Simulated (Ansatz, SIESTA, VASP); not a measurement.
**One structure in several programs: SrSi₂Ag₂ (P1, 5 atoms in the cell)**

Self-consistent single point.

```xyz
5
Lattice="-2.1918 2.1918 5.2563 2.1918 -2.1918 5.2563 2.1918 2.1918 -5.2563" Properties=species:S:1:pos:R:3 pbc="T T T"
Sr     0.0153    -0.0197    -0.0284
Si     0.0212     0.0459     6.4506
Si     0.0115     0.0364     4.1042
Ag    -0.0167     2.1446     2.5844
Ag     2.1605    -0.0156     2.6579
```

Shared settings, as Ansatz (a first-principles code) writes them: kpoints.mp_grid.grid = 4 4 6; magnetization.spin_orbit = true; scf.occupations.method = fermi_dirac; scf.occupations.width = 0.05 eV. Potentials and cutoffs stand in the table.

```
code                                                                                                                                                               model  pressure (GPa)  largest force (eV/Å)       cutoff
------  ----------------------------------------------------------------------------------------------------------------------------------------------------------------  --------------  --------------------  -----------
SIESTA  GGA PBEsol with spin-orbit coupling, numerical atomic orbitals DZP, PseudoDojo PBEsol fully relativistic norm-conserving potentials (rewritten from UPF to PSML)               –                 0.553  grid 350 Ry
Ansatz                                                                                                          PBEsol with spin-orbit coupling, PAW files made with PBE           -2.63                 0.340      default
VASP                                                                                                     PBEsol, spin-orbit coupling, VASP's PBE PAW potentials (set 64)           -2.61                 0.349       300 eV
```

Size of the force on each atom (eV/Å): Sizes of forces hide their directions.

```tsv
code	Sr1	Si2	Si3	Ag4	Ag5
SIESTA	0.353	0.411	0.553	0.343	0.255
Ansatz	0.218	0.274	0.340	0.280	0.197
VASP	0.221	0.277	0.349	0.283	0.199
```

A dash marks a value that a program does not give, or that is left out as unsure.

The spread over the programs that give each value: pressure within 0.02 GPa; largest force within 0.213 eV/Å.

SIESTA uses small atom-centred bases, whose incompleteness enters pressures, forces and empty levels differently from a plane-wave cutoff. Ansatz's pressure is given at a fixed set of plane waves, as the other plane-wave codes print theirs; with its correction for the finite basis it is -2.57 GPa. In the force vectors, SIESTA (by 0.236) lies more than 0.08 eV/Å from the median of the plane-wave programs.

VASP's run is marked for a possible Pulay error in its stress at this cutoff; no cutoff test was made.

The starting cell comes from a database of computed structures (which also holds hypothetical and non-ambient phases and stackings), without a prior relaxation at this level. Its atoms were displaced at random from the sites of space group no. 139.

Keys are those of Ansatz 0.2.
